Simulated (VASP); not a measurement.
Take InAs (zinc blende), against free atoms with fixed spin and no zero-point term, in VASP with PAW potentials, and its cohesive energy.

One run gives 2.50 eV/atom. Which level is it?
(A) RPBE
(B) LDA
(C) PBEsol
(D) r2SCAN

A, RPBE.  The others give 3.02 (r2SCAN), 3.26 (PBEsol), 3.79 (LDA).

Only levels that ran to the end are used. Left out are those held back, those with too coarse a band path, GW runs whose mesh misses a band edge, hybrids' fits of cells that aren't cubic and levels without matching references; a question may draw on a part of the rest.
